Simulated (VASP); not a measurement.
Method: PBEsol GGA, VASP's PBE PAW potentials (set 64) (plane waves; VASP 6.6.1).

The input files of a VASP run:

### POSCAR
```
K
1
   -2.6061491398     2.6061491398     2.6061491398
    2.6061491398    -2.6061491398     2.6061491398
    2.6061491398     2.6061491398    -2.6061491398
K
1
Direct
  0.0000000000   0.0000000000   0.0000000000
```

**INCAR**
```
ENCUT = 500
EDIFF = 1E-6
SIGMA = 0.1   ! width (eV)
LREAL = .False.
SYSTEM = K
EDIFFG = -0.02   ! ionic stop
LASPH = .True.   ! aspherical one-centre terms
PREC = Accurate
IBRION = 2   ! conjugate gradients
NSW = 40   ! most ionic steps
ISIF = 3   ! ions, shape and volume
ALGO = Normal
NELM = 100
GGA = PS   ! PBEsol
ISMEAR = 1
LWAVE = .False.
LCHARG = .False.
```

**KPOINTS**
```
Regular mesh
0
G
10 10 10
0 0 0
```

POTCAR, in this order: K_sv (PBE.64 set). Program: vasp_std.

What VASP printed:

### OUTCAR
```
 ion  position               nearest neighbor table
   1  0.000  0.000  0.000-
  LATTYP: Found a body centered cubic cell.
 ALAT       =     5.2122982796
 Subroutine PRICEL returns:
 Original cell was already a primitive cell.
 Subroutine GETGRP returns: Found 48 space group operations
The static configuration has the point symmetry O_h .
The dynamic configuration has the point symmetry O_h .
 Subroutine INISYM returns: Found 48 space group operations
 Subroutine IBZKPT returns following result:
 Found     47 irreducible k-points:

 Following reciprocal coordinates:
            Coordinates               Weight
  0.000000  0.000000  0.000000      1.000000
  0.100000  0.000000  0.000000     12.000000
  0.200000  0.000000  0.000000     12.000000
  0.300000  0.000000  0.000000     12.000000
  0.400000  0.000000  0.000000     12.000000
  0.500000  0.000000  0.000000      6.000000
  0.100000  0.100000  0.000000     24.000000
  0.200000  0.100000  0.000000     48.000000
  0.300000  0.100000 -0.000000     48.000000
  0.400000  0.100000  0.000000     48.000000
...
```

### OSZICAR
```
       N       E                     dE             d eps       ncg     rms          rms(c)
DAV:   1     0.431879850966E+02    0.43188E+02   -0.36293E+03   752   0.843E+02
DAV:   2     0.230577954315E+00   -0.42957E+02   -0.42841E+02   760   0.213E+02
DAV:   3    -0.106717919127E+01   -0.12978E+01   -0.12918E+01  1152   0.327E+01
DAV:   4    -0.113217368405E+01   -0.64994E-01   -0.64751E-01  1224   0.478E+00
DAV:   5    -0.113253685645E+01   -0.36317E-03   -0.36317E-03  1248   0.312E-01    0.204E+00
DAV:   6    -0.113054975605E+01    0.19871E-02   -0.37952E-03  1200   0.507E-01    0.132E+00
DAV:   7    -0.113009414507E+01    0.45561E-03   -0.65228E-03  1176   0.610E-01    0.914E-02
DAV:   8    -0.113009371060E+01    0.43447E-06   -0.41923E-04  1096   0.269E-01    0.270E-02
DAV:   9    -0.113010945570E+01   -0.15745E-04   -0.21337E-05  1224   0.468E-02    0.165E-02
DAV:  10    -0.113010832890E+01    0.11268E-05   -0.46918E-06  1080   0.192E-02    0.296E-03
DAV:  11    -0.113010805157E+01    0.27733E-06   -0.15279E-07   800   0.437E-03
   1 F= -.11301081E+01 E0= -.11297572E+01  d E =-.113011E+01
```

### OUTCAR
```
------------------------ aborting loop because EDIFF is reached ----------------------------------------
  FORCE on cell =-STRESS in cart. coord.  units (eV):
  Direction    XX          YY          ZZ          XY          YZ          ZX
  --------------------------------------------------------------------------------------
  Total       -0.0003401     -0.0003401     -0.0003401     -0.0000000     -0.0000000      0.0000000
  in kB       -0.0076968     -0.0076968     -0.0076968     -0.0000000     -0.0000000      0.0000000
  external PRESSURE =      -0.0076968 kB  Pullay stress =       0.0000000 kB
  volume of cell :       70.80
      direct lattice vectors                 reciprocal lattice vectors
    -2.606149140  2.606149140  2.606149140     0.000000000  0.191853947  0.191853947
     2.606149140 -2.606149140  2.606149140     0.191853947  0.000000000  0.191853947
     2.606149140  2.606149140 -2.606149140     0.191853947  0.191853947  0.000000000
 POSITION                                       TOTAL-FORCE (eV/Angst)
 -----------------------------------------------------------------------------------
      0.00000      0.00000      0.00000        -0.000000      0.000000      0.000000
 -----------------------------------------------------------------------------------
    total drift:                               -0.000000     -0.000000      0.000000
  FREE ENERGIE OF THE ION-ELECTRON SYSTEM (eV)
  ---------------------------------------------------
  free  energy   TOTEN  =        -1.1301080516 eV

  energy  without entropy=       -1.1290554808  energy(sigma->0) =       -1.12975719

 reached required accuracy - stopping structural energy minimisation
```
(Selected blocks of OUTCAR.)

The compound is K in the bcc structure. It was relaxed first.
